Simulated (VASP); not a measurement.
Given:

```yaml
crystal:
  lattice:
    - [3.81257, 0.00000, 0.00000]
    - [0.00000, 3.81257, 0.00000]
    - [0.00000, 0.00000, 3.81257]
  atoms:
    - { symbol: Cu, position: [0.00000, 0.50000, 0.50000] }
    - { symbol: Cu, position: [0.50000, 0.00000, 0.50000] }
    - { symbol: Cu, position: [0.50000, 0.50000, 0.00000] }
    - { symbol: Au, position: [0.00000, 0.00000, 0.00000] }
```

These are revPBE GGA, VASP's PBE PAW potentials (set 64) (plane waves; VASP) values and carry that method's errors. Numerical set-up: 520 eV cut-off, Gaussian smearing of 0.050 eV, potentials Cu Au.

Question: Give the energies of bands 12 to 25 at the high-symmetry points, in eV from the Fermi level.

Answer: 
| band | Γ | X | M | R |
|---|---|---|---|---|
| 12 | -2.22 | -2.50 | -3.00 | -2.78 |
| 13 | -1.66 | -2.41 | -3.00 | -1.64 |
| 14 | -1.65 | -2.41 | -2.36 | -1.64 |
| 15 | -1.65 | -2.24 | -2.36 | -1.64 |
| 16 | -1.52 | -2.24 | -2.36 | -1.64 |
| 17 | -1.52 | -2.23 | -2.26 | -1.64 |
| 18 | -1.52 | -2.16 | -2.26 | -1.62 |
| 19 | -1.43 | -1.98 | -2.15 | -1.62 |
| 20 | -1.43 | -1.89 | -2.09 | -1.62 |
| 21 | -1.43 | -1.52 | -0.56 | -0.94 |
| 22 | 1.30 | -1.43 | -0.56 | -0.92 |
| 23 | 1.30 | 5.59 | -0.51 | -0.92 |
| 24 | 1.30 | 5.59 | 0.21 | -0.92 |
| 25 | 5.60 | 6.32 | 8.29 | 2.19 |

It has no gap at this level: it comes out as a metal or semimetal.

The compound is Cu3Au in the L1_2 structure. It was relaxed first, which changed the volume by +5 %.
